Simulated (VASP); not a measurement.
Output of a VASP run:

OUTCAR:
```
 ion  position               nearest neighbor table
   1  0.000  0.000  0.000-   2 2.77   2 2.77   2 2.77   2 2.77   2 2.77   2 2.77   2 2.77   2 2.77
  LATTYP: Found a simple cubic cell.
 ALAT       =     3.1957495691
 Subroutine PRICEL returns:
 Original cell was already a primitive cell.
 Subroutine GETGRP returns: Found 48 space group operations
The static configuration has the point symmetry O_h .
The dynamic configuration has the point symmetry O_h .
 Subroutine INISYM returns: Found 48 space group operations
 Subroutine IBZKPT returns following result:
 Found     56 irreducible k-points:

 Following reciprocal coordinates:
            Coordinates               Weight
  0.000000  0.000000  0.000000      1.000000
  0.100000  0.000000  0.000000      6.000000
  0.200000  0.000000  0.000000      6.000000
  0.300000  0.000000  0.000000      6.000000
  0.400000  0.000000  0.000000      6.000000
  0.500000  0.000000  0.000000      3.000000
  0.100000  0.100000  0.000000     12.000000
  0.200000  0.100000  0.000000     24.000000
  0.300000  0.100000  0.000000     24.000000
  0.400000  0.100000  0.000000     24.000000
  0.500000  0.100000  0.000000     12.000000
  0.200000  0.200000  0.000000     12.000000
  0.300000  0.200000  0.000000     24.000000
  0.400000  0.200000  0.000000     24.000000
  0.500000  0.200000  0.000000     12.000000
  0.300000  0.300000  0.000000     12.000000
  0.400000  0.300000  0.000000     24.000000
  0.500000  0.300000  0.000000     12.000000
  0.400000  0.400000  0.000000     12.000000
  0.500000  0.400000  0.000000     12.000000
  0.500000  0.500000  0.000000      3.000000
  0.100000  0.100000  0.100000      8.000000
  0.200000  0.100000  0.100000     24.000000
  0.300000  0.100000  0.100000     24.000000
  0.400000  0.100000  0.100000     24.000000
  0.500000  0.100000  0.100000     12.000000
  0.200000  0.200000  0.100000     24.000000
  0.300000  0.200000  0.100000     48.000000
  0.400000  0.200000  0.100000     48.000000
  0.500000  0.200000  0.100000     24.000000
  0.300000  0.300000  0.100000     24.000000
  0.400000  0.300000  0.100000     48.000000
  0.500000  0.300000  0.100000     24.000000
  0.400000  0.400000  0.100000     24.000000
  0.500000  0.400000  0.100000     24.000000
  0.500000  0.500000  0.100000      6.000000
  0.200000  0.200000  0.200000      8.000000
  0.300000  0.200000  0.200000     24.000000
  0.400000  0.200000  0.200000     24.000000
  0.500000  0.200000  0.200000     12.000000
   k-points           NKPTS =     56   k-points in BZ     NKDIM =     56   number of bands    NBANDS=     11
   number of dos      NEDOS =    301   number of ions     NIONS =      2
   total plane-waves  NPLWV =  13824
   dimension x,y,z NGX =    24 NGY =   24 NGZ =   24
   dimension x,y,z NGXF=    48 NGYF=   48 NGZF=   48
   ions per type =               1   1
   PREC   = accura    normal or accurate (medium, high low for compatibility)
   ISTART =      0    job   : 0-new  1-cont  2-samecut
   ICHARG =      2    charge: 1-file 2-atom 10-const
   ISPIN  =      1    spin polarized calculation?
   LNONCOLLINEAR =      F non collinear calculations
   LSORBIT =      F    spin-orbit coupling
   INIWAV =      1    electr: 0-lowe 1-rand  2-diag
   ENCUT  =  400.0 eV  29.40 Ry    5.42 a.u.   5.21  5.21  5.21*2*pi/ulx,y,z
   NELM   =    100;   NELMIN=  2; NELMDL= -5     # of ELM steps
   EDIFF  = 0.1E-05   stopping-criterion for ELM
   LREAL  =      F    real-space projection
   NLSPLINE    = F    spline interpolate recip. space projectors
   LMAXMIX     =    6 max onsite mixed and CHGCAR
   VOSKOWN=      0    Vosko Wilk Nusair interpolation
   EDIFFG = -.1E-01   stopping-criterion for IOM
   NSW    =     60    number of steps for IOM
   NBLOCK =      1;   KBLOCK =     60    inner block; outer block
   IBRION =      2    ionic relax: 0-MD 1-quasi-New 2-CG
   NFREE  =      1    steps in history (QN), initial steepest desc. (CG)
...
```

**OSZICAR**
```
       N       E                     dE             d eps       ncg     rms          rms(c)
DAV:   1     0.510481470564E+02    0.51048E+02   -0.67387E+03  1232   0.978E+02
DAV:   2    -0.157013176378E+02   -0.66749E+02   -0.64554E+02  1391   0.231E+02
DAV:   3    -0.171860122539E+02   -0.14847E+01   -0.14504E+01  1561   0.323E+01
DAV:   4    -0.172034009577E+02   -0.17389E-01   -0.17359E-01  1427   0.356E+00
DAV:   5    -0.172036385021E+02   -0.23754E-03   -0.23750E-03  1554   0.423E-01    0.136E+01
DAV:   6    -0.165450704300E+02    0.65857E+00   -0.14458E+00  1401   0.106E+01    0.584E+00
DAV:   7    -0.164559636745E+02    0.89107E-01   -0.23645E-01  1498   0.432E+00    0.137E+00
DAV:   8    -0.164445156930E+02    0.11448E-01   -0.11871E-02  1364   0.662E-01    0.256E-01
DAV:   9    -0.164442946047E+02    0.22109E-03   -0.33395E-04  1517   0.139E-01    0.116E-01
DAV:  10    -0.164442936080E+02    0.99670E-06   -0.23281E-05  1442   0.437E-02    0.593E-03
DAV:  11    -0.164442929923E+02    0.61567E-06   -0.35899E-06  1363   0.133E-02
   1 F= -.16444293E+02 E0= -.16444343E+02  d E =-.164443E+02
       N       E                     dE             d eps       ncg     rms          rms(c)
DAV:   1    -0.164448853753E+02   -0.59177E-03   -0.17301E-02  1286   0.168E+00    0.197E-01
DAV:   2    -0.164443446982E+02    0.54068E-03   -0.12034E-03  1292   0.351E-01    0.558E-02
DAV:   3    -0.164442844878E+02    0.60210E-04   -0.18916E-04  1506   0.141E-01    0.201E-02
DAV:   4    -0.164442789925E+02    0.54953E-05   -0.17414E-05  1379   0.342E-02    0.528E-03
DAV:   5    -0.164442787104E+02    0.28200E-06   -0.13828E-06   927   0.129E-02
   2 F= -.16444279E+02 E0= -.16444333E+02  d E =0.142819E-04
       N       E                     dE             d eps       ncg     rms          rms(c)
DAV:   1    -0.164445126656E+02   -0.23367E-03   -0.55339E-03  1283   0.949E-01    0.112E-01
DAV:   2    -0.164443376048E+02    0.17506E-03   -0.38849E-04  1292   0.200E-01    0.318E-02
DAV:   3    -0.164443185571E+02    0.19048E-04   -0.61713E-05  1495   0.805E-02    0.116E-02
DAV:   4    -0.164443176481E+02    0.90903E-06   -0.56278E-06  1346   0.194E-02
   3 F= -.16444318E+02 E0= -.16444369E+02  d E =-.246557E-04
```

### OUTCAR
```
------------------------ aborting loop because EDIFF is reached ----------------------------------------
  FORCE on cell =-STRESS in cart. coord.  units (eV):
  Direction    XX          YY          ZZ          XY          YZ          ZX
  --------------------------------------------------------------------------------------
  Total       -0.0038925     -0.0038925     -0.0038925      0.0000000      0.0000000      0.0000000
  in kB       -0.1908527     -0.1908527     -0.1908527      0.0000000      0.0000000      0.0000000
  external PRESSURE =      -0.1908527 kB  Pullay stress =       0.0000000 kB
  volume of cell :       32.68
      direct lattice vectors                 reciprocal lattice vectors
     3.197030642 -0.000000000 -0.000000000     0.312790246  0.000000000 -0.000000000
    -0.000000000  3.197030642 -0.000000000     0.000000000  0.312790246 -0.000000000
     0.000000000  0.000000000  3.197030642     0.000000000  0.000000000  0.312790246
 POSITION                                       TOTAL-FORCE (eV/Angst)
 -----------------------------------------------------------------------------------
      0.00000      0.00000      0.00000         0.000000      0.000000      0.000000
      1.59852      1.59852      1.59852        -0.000000      0.000000      0.000000
 -----------------------------------------------------------------------------------
    total drift:                               -0.000000      0.000000      0.000000
  FREE ENERGIE OF THE ION-ELECTRON SYSTEM (eV)
  ---------------------------------------------------
  free  energy   TOTEN  =       -16.4443176481 eV

  energy  without entropy=      -16.4444725363  energy(sigma->0) =      -16.44436928

 reached required accuracy - stopping structural energy minimisation
```
(Selected blocks of OUTCAR.)

### POSCAR
```
TaAl
1
    3.1957495691     0.0000000000     0.0000000000
    0.0000000000     3.1957495691    -0.0000000000
    0.0000000000    -0.0000000000     3.1957495691
Ta Al
1 1
Direct
  1.0000000000   0.0000000000   0.0000000000
  0.5000000000   0.5000000000   0.5000000000
```

Write an INCAR and KPOINTS that could have produced this output.

This is not unique; one that fits is the input of the run itself, PBEsol GGA, plane waves, VASP's PBE PAW potentials (set 64).

**INCAR**
```
SYSTEM = TaAl
PREC = Accurate; ENCUT = 400; LREAL = .FALSE.
LASPH = .TRUE.
EDIFF = 1E-6; NELM = 100; ALGO = Normal
LMAXMIX = 6
ISMEAR = 1; SIGMA = 0.1
GGA = PS
IBRION = 2; NSW = 60; ISIF = 3
EDIFFG = -0.01
LWAVE = .FALSE.; LCHARG = .FALSE.
```

File KPOINTS:
```
Automatic mesh
0
G
 10 10 10
```

POTCAR, in this order: Ta_pv Al (PBE.64 set). Program: vasp_std.

The structure was generated: TaAl was put into the CsCl type type (Pm-3m), which need not be its known phase. This run relaxes it. Symmetry was kept, so distortions that lower it aren't found. The start is the result of an earlier pass.
